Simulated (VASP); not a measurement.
Wanted: the native input for a VASP 6.6.1 run.

```yaml
Task: relaxation of cell and atoms
Functional: PBE
Potentials_or_basis: VASP PAW PBE potentials, release 64 (Be, Te, Se)
Cutoff: 520 eV
k_mesh: 3 × 3 × 4
Occupations: gaussian, width 0.15 eV
Spin: no spin polarisation
Further_INCAR_settings: PREC = Normal; ALGO = Fast; EDIFF = 0.0001; IBRION = 2; EDIFFG = -0.08; NSW = 24; ISIF = 3
```

The structure of Be3Te2Se lies in POSCAR:

```
Be3Te2Se
1.0
    5.9438630200      0.0000000000      0.0000000000
   -2.9719315100      5.1475363700      0.0000000000
    0.0000000000      0.0000000000      3.6623679700
Be Te Se
3 2 1
Direct
    0.5000000000      0.0000000000      0.5000000000
    0.5000000000      0.5000000000      0.5000000000
    0.0000000000      0.5000000000      0.5000000000
    0.3333333300      0.6666666700      0.0000000000
    0.6666666700      0.3333333300      0.0000000000
    0.0000000000      0.0000000000      0.0000000000
```

The cell was built by a generator and needn't be a form met in nature.

These files were run (other wordings do the same):

INCAR

```
SYSTEM = Be3Te2Se
ALGO     = Fast           ! electronic algorithm
EDIFF    = 1E-4           ! SCF threshold, eV
EDIFFG   = -0.08          ! ionic threshold
ENCUT    = 520            ! plane-wave cutoff, eV
GGA      = PE             ! functional
IBRION   = 2              ! ionic algorithm
ISIF     = 3              ! what is computed and relaxed
ISMEAR   = 0              ! smearing method
KPAR     = 2            
LASPH    = .True.         ! aspherical terms in the spheres
LCHARG   = .False.        ! write CHGCAR
LREAL    = .False.        ! projectors in reciprocal space
LWAVE    = .False.        ! write WAVECAR
NELM     = 60             ! most SCF steps
NSW      = 24             ! ionic steps
PREC     = Normal         ! precision mode
SIGMA    = 0.15           ! smearing width, eV
```

KPOINTS

```
k-points
0
Gamma
  3 3 4
  0 0 0
```

Potentials or basis: VASP PAW PBE potentials, release 64 (Be, Te, Se).

Launch:

```bash
$ cat potpaw_PBE.64/Be/POTCAR potpaw_PBE.64/Te/POTCAR potpaw_PBE.64/Se/POTCAR > POTCAR
$ mpirun -np 2 vasp_std > vasp.out
```

It gave:

```json
{"Relaxed volume": "21.09 Å³/atom", "Relaxed cell": "a = 6.517 Å, b = 6.517 Å, c = 3.440 Å, α = 90.00°, β = 90.00°, γ = 120.00°", "Space group after relaxing (to 0.05 Å)": "P6/mmm (No. 191)", "Energy gained by relaxing": "139.6 meV/atom", "Ionic steps": "4", "Pressure after relaxing": "0.0 GPa", "Band gap on the k mesh": "none (metal or under the smearing width)"}
```

Caveat: the k mesh is coarse (spacing up to 0.43 Å⁻¹), so the values aren't converged.

It took 18 s on 2 MPI ranks on Intel(R) Xeon(R) Platinum 8559C (Emerald Rapids) (shared host), peak memory 0.16 GiB a rank.
